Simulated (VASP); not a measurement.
Write the native input for VASP 6.6.1 that does the following.

- Task: band structure
- Functional: PBEsol
- Potentials or basis: VASP PAW PBE potentials, release 64 (Ga_d, B)
- Cutoff: 520 eV
- k mesh: 10 × 10 × 8
- Occupations: fermi-dirac, width 0.05 eV
- Spin: no spin polarisation
- Further INCAR settings: ALGO = Normal; EDIFF = 1e-06

Crystal: GaB.

```xyz
2
Lattice="2.7182 0.0000 0.0000 0.0000 2.7182 0.0000 0.0000 0.0000 3.2362" Properties=species:S:1:pos:R:3 pbc="T T T"
Ga    1.3591    1.3591    1.6181
B     0.0000    0.0000    0.0000
```

The cell was built by a generator and needn't be a form met in nature.

The input as run:

POSCAR

```
GaB
1.0
    2.7182400000      0.0000000000      0.0000000000
    0.0000000000      2.7182400000      0.0000000000
    0.0000000000      0.0000000000      3.2362100000
Ga B
1 1
Direct
    0.5000000000      0.5000000000      0.5000000000
    0.0000000000      0.0000000000      0.0000000000
```

INCAR.step1

```
PREC     = Accurate       # precision mode
ENCUT    = 520            # plane-wave cutoff, eV
EDIFF    = 1E-6           # SCF threshold, eV
ISMEAR   = -1             # smearing method
SIGMA    = 0.05           # smearing width, eV
LREAL    = False          # projectors in reciprocal space
LASPH    = True           # aspherical terms in the spheres
NELM     = 60             # most SCF steps
ALGO     = Normal         # electronic algorithm
ISIF     = 2              # what is computed and relaxed
LWAVE    = False          # write WAVECAR
LCHARG   = True           # write CHGCAR
GGA      = PS             # functional
```

KPOINTS.step1

```
regular mesh
0
Gamma
  10 10 8
```

INCAR.step2

```
PREC     = Accurate       # precision mode
ENCUT    = 520            # plane-wave cutoff, eV
EDIFF    = 1E-6           # SCF threshold, eV
ISMEAR   = 0              # smearing method
SIGMA    = 0.05           # smearing width, eV
LREAL    = False          # projectors in reciprocal space
LASPH    = True           # aspherical terms in the spheres
NELM     = 60             # most SCF steps
ALGO     = Normal         # electronic algorithm
ISIF     = 2              # what is computed and relaxed
LWAVE    = False          # write WAVECAR
LCHARG   = False          # write CHGCAR
GGA      = PS             # functional
ICHARG   = 11             # starting density
```

KPOINTS.step2

```
path GXMGZRAZ,XR,MA
20
line-mode
reciprocal
 0.0000000000  0.0000000000  0.0000000000  G
 0.0000000000  0.5000000000  0.0000000000  X

 0.0000000000  0.5000000000  0.0000000000  X
 0.5000000000  0.5000000000  0.0000000000  M

 0.5000000000  0.5000000000  0.0000000000  M
 0.0000000000  0.0000000000  0.0000000000  G

 0.0000000000  0.0000000000  0.0000000000  G
 0.0000000000  0.0000000000  0.5000000000  Z

 0.0000000000  0.0000000000  0.5000000000  Z
 0.0000000000  0.5000000000  0.5000000000  R

 0.0000000000  0.5000000000  0.5000000000  R
 0.5000000000  0.5000000000  0.5000000000  A

 0.5000000000  0.5000000000  0.5000000000  A
 0.0000000000  0.0000000000  0.5000000000  Z

 0.0000000000  0.5000000000  0.0000000000  X
 0.0000000000  0.5000000000  0.5000000000  R

 0.5000000000  0.5000000000  0.0000000000  M
 0.5000000000  0.5000000000  0.5000000000  A
```

Potentials or basis: VASP PAW PBE potentials, release 64 (Ga_d, B).

Command:

```bash
$ cat potpaw_PBE.64/Ga_d/POTCAR potpaw_PBE.64/B/POTCAR > POTCAR
$ cp INCAR.step1 INCAR
$ cp KPOINTS.step1 KPOINTS
$ mpirun -np 1 vasp_std > vasp.out
$ cp INCAR.step2 INCAR
$ cp KPOINTS.step2 KPOINTS
$ mpirun -np 1 vasp_std > vasp.out
```

It gave:

```json
{"Band gap along the path": "none (metal or under the smearing width)"}
```

Caveat: the log is that of the step along the path at fixed density, whose energy, stress, charges and moments have no meaning.

Wall time 42 s on 1 thread of AMD EPYC 7R13 Processor (Zen 3), on a shared host, peak memory 0.13 GiB.
